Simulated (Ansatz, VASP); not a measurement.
# Two plane-wave programs on HfGe

The input INCAR:

```
PREC = Accurate ; ENCUT = 900
EDIFF = 1E-6 ; ISMEAR = -1
SIGMA = 0.05 ; LREAL = False
LASPH = True ; NELM = 60
ALGO = Fast ; ISIF = 3
LWAVE = False ; LCHARG = False
GGA = PE ; IBRION = 2
NSW = 40 ; EDIFFG = -0.005
```

Contents of KPOINTS:

```
regular mesh
0
Gamma
  8 8 7
```

The input POSCAR:

```
HfGe
1.0
    3.2196660000      0.0000000000      0.0000000000
    0.0000000000      3.2196660000      0.0000000000
    0.0000000000      0.0000000000      4.1084277000
Hf Ge
1 1
Direct
    0.5000000000      0.5000000000      0.0000000000
    0.0000000000      0.0000000000      0.0000000000
```

File input.yaml:

```yaml
crystal:
  lattice:
    - [3.219666, 0.0, 0.0]
    - [0.0, 3.219666, 0.0]
    - [0.0, 0.0, 4.1084277]
  atoms:
    - { symbol: Hf, position: [0.5, 0.5, 0.0] }
    - { symbol: Ge, position: [0.0, 0.0, 0.0] }
hamiltonian:
  xc: pbe
  pseudopotentials: { kind: paw }
kpoints:
  mp_grid: { grid: [8, 8, 7] }
scf:
  occupations: { method: fermi_dirac, width: 0.05 }
output:
  forces: true
  stress: true
  eigenvalues: true
relax:
  f_tol: 0.01
  max_steps: 40
  cell: { stress_tol: 0.05 }
```

The cell was built by a generator and needn't be a form met in nature.

Alike in both runs: task relaxation of cell and atoms; functional PBE; k mesh 8 × 8 × 7; occupations fermi-dirac, width 0.05 eV; no spin polarisation.

```csv
,VASP,Ansatz
version,VASP 6.6.1,Ansatz 0.2.0
potentials or method,"VASP PAW PBE potentials, release 64 (Hf_pv, Ge_d)",Ansatz PAW
plane-wave cutoff (eV),900,420
valence electrons in the cell,24,40
```

VASP gave:

| Property | Result |
| --- | --- |
| gap on the k mesh at the Fermi level, each at its own relaxed structure (eV) | none |
| relaxed volume (Å³/atom) | 22.36 |
| relaxed cell length with the largest relative difference (Å) | 3.066 |
| energy change over the relaxation (meV/atom) | -1977 |

What did Ansatz give for the same quantities?

gap on the k mesh at the Fermi level, each at its own relaxed structure (eV): none; relaxed volume (Å³/atom): 22.42; relaxed cell length with the largest relative difference (Å): 3.069; energy change over the relaxation (meV/atom): -1982.

A gap of «none» marks a metal or a gap that the smearing closes. The two sets of potentials don't hold the same shells in valence.

Caveats: the plane-wave basis is chosen anew once the cell has moved, so the energies of steps on either side of that aren't comparable (Ansatz). The runs have no spin-orbit coupling, so splittings on Hf are missing.
